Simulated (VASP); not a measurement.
Wanted: the native input for a VASP 6.6.1 run.

```yaml
Task: single point
Functional: TB-mBJ
Potentials_or_basis: VASP PAW PBE potentials, release 64 (Sn_d, Ge_d)
Cutoff: 520 eV
k_mesh: 4 × 4 × 4
Occupations: gaussian, width 0.01 eV
Spin: no spin polarisation
Further_INCAR_settings: ALGO = Normal; EDIFF = 1e-06
```

Crystal: SnGe7.

```
CELL_PARAMETERS angstrom
0.00000 5.76188 5.76188
5.76188 0.00000 5.76188
5.76188 5.76188 0.00000
ATOMIC_POSITIONS crystal
Sn 0.00000 0.00000 0.00000
Sn 0.12500 0.12500 0.62500
Ge 0.00000 0.00000 0.50000
Ge 0.00000 0.50000 0.00000
Ge 0.00000 0.50000 0.50000
Ge 0.12500 0.12500 0.12500
Ge 0.12500 0.62500 0.12500
Ge 0.12500 0.62500 0.62500
Ge 0.50000 0.00000 0.00000
Ge 0.50000 0.00000 0.50000
Ge 0.50000 0.50000 0.00000
Ge 0.50000 0.50000 0.50000
Ge 0.62500 0.12500 0.12500
Ge 0.62500 0.12500 0.62500
Ge 0.62500 0.62500 0.12500
Ge 0.62500 0.62500 0.62500
```

The cell comes from a database or a generator and needn't be the stable form of this composition.

One way to write it, as run:

POSCAR

```
SnGe7
1.0
    0.0000000000      5.7618800000      5.7618800000
    5.7618800000      0.0000000000      5.7618800000
    5.7618800000      5.7618800000      0.0000000000
Sn Ge
2 14
Direct
    0.0000000000      0.0000000000      0.0000000000
    0.1250000000      0.1250000000      0.6250000000
    0.0000000000      0.0000000000      0.5000000000
    0.0000000000      0.5000000000      0.0000000000
    0.0000000000      0.5000000000      0.5000000000
    0.1250000000      0.1250000000      0.1250000000
    0.1250000000      0.6250000000      0.1250000000
    0.1250000000      0.6250000000      0.6250000000
    0.5000000000      0.0000000000      0.0000000000
    0.5000000000      0.0000000000      0.5000000000
    0.5000000000      0.5000000000      0.0000000000
    0.5000000000      0.5000000000      0.5000000000
    0.6250000000      0.1250000000      0.1250000000
    0.6250000000      0.1250000000      0.6250000000
    0.6250000000      0.6250000000      0.1250000000
    0.6250000000      0.6250000000      0.6250000000
```

INCAR.step1

```
SYSTEM = SnGe7
  PREC = Accurate
  ENCUT = 520
  EDIFF = 1E-5
  ISMEAR = 0
  SIGMA = 0.01
  LREAL = .False.
  LASPH = .True.
  NELM = 60
  ALGO = Normal
  ISIF = 2
  LWAVE = .True.
  LCHARG = .False.
  GGA = PE
```

INCAR.step2

```
SYSTEM = SnGe7
  PREC = Accurate
  ENCUT = 520
  EDIFF = 1E-6
  ISMEAR = 0
  SIGMA = 0.01
  LREAL = .False.
  LASPH = .True.
  NELM = 60
  ALGO = Normal
  ISIF = 2
  LWAVE = .False.
  LCHARG = .False.
  METAGGA = MBJ
  ISTART = 1
```

KPOINTS

```
regular mesh
0
Gamma
  4 4 4
  0 0 0
```

Potentials or basis: VASP PAW PBE potentials, release 64 (Sn_d, Ge_d).

Launch:

```bash
$ cat potpaw_PBE.64/Sn_d/POTCAR potpaw_PBE.64/Ge_d/POTCAR > POTCAR
$ cp INCAR.step1 INCAR
$ mpirun -np 1 vasp_std > vasp.out
$ cp INCAR.step2 INCAR
$ mpirun -np 1 vasp_std > vasp.out
```

Results of the run:

- Band gap on the k mesh: 0.20 eV, direct

Caveat: spin-orbit coupling is left out, which moves the levels of the heavy elements.

Wall time 58 min on 1 thread of Intel(R) Xeon(R) Platinum 8259CL CPU @ 2.50GHz (Skylake/Cascade Lake), on a shared host, peak memory 0.92 GiB.
